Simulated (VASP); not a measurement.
```yaml
crystal:
  lattice:
    - [0.00000, 1.83669, 1.83669]
    - [1.83669, 0.00000, 1.83669]
    - [1.83669, 1.83669, 0.00000]
  atoms:
    - { symbol: Cu, position: [0.00000, 0.00000, 0.00000] }
```

All values below come from vdW-DF2, VASP's PBE PAW potentials (set 64) (plane waves; VASP). Settings: 520 eV cut-off, 17×17×17 Γ-centred mesh, first-order Methfessel-Paxton smearing of 0.10 eV, potentials Cu.

Task: Give the stress tensor in GPa (positive for a compressed cell).

Result: 
```
7.31  0.00  0.00
0.00  7.31  0.00
0.00  0.00  7.31
```
The pressure is its mean diagonal, 7.31 GPa.

The compound is Cu in the fcc structure. This cell is one point of a volume scan, at 0.94 of the reference volume.
